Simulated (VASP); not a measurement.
```
HfC
1.0
    0.00000     2.26152     2.26152
    2.26152     0.00000     2.26152
    2.26152     2.26152     0.00000
Hf C
1 1
Direct
  0.00000   0.00000   0.00000
  0.50000   0.50000   0.50000
```

These are LDA (Ceperley-Alder, Perdew-Zunger), VASP's LDA PAW potentials (set 64) (plane waves; VASP 6.6.1) values and carry that method's errors. Run with 620 eV cut-off, 14×14×14 Γ-centred mesh, first-order Methfessel-Paxton smearing of 0.10 eV, potentials Hf_pv C.

Energy and stress use the plane-wave basis of the starting cell.

Question: The ions, cell shape and volume at an external pressure of 20.0 GPa are relaxed. What does this cell relax into?

Answer: 
```
HfC
1.0
    0.00000     2.23837     2.23837
    2.23837     0.00000     2.23837
    2.23837     2.23837     0.00000
Hf C
1 1
Cartesian
  2.23837   2.23837   0.00000
  2.23837   2.23837   2.23837
```
Space group Fm-3m (225), at a tolerance of 0.03 Å.

Question: How do energy and volume change from the first to the last step?

Answer: The energy (σ→0) changes by +32.5 meV/atom and the volume by -3.0 %, in 4 ionic steps.

The compound is HfC in the rock salt structure. This run relaxes it under an external pressure of 20 GPa. Symmetry was kept, so distortions that lower it aren't found.
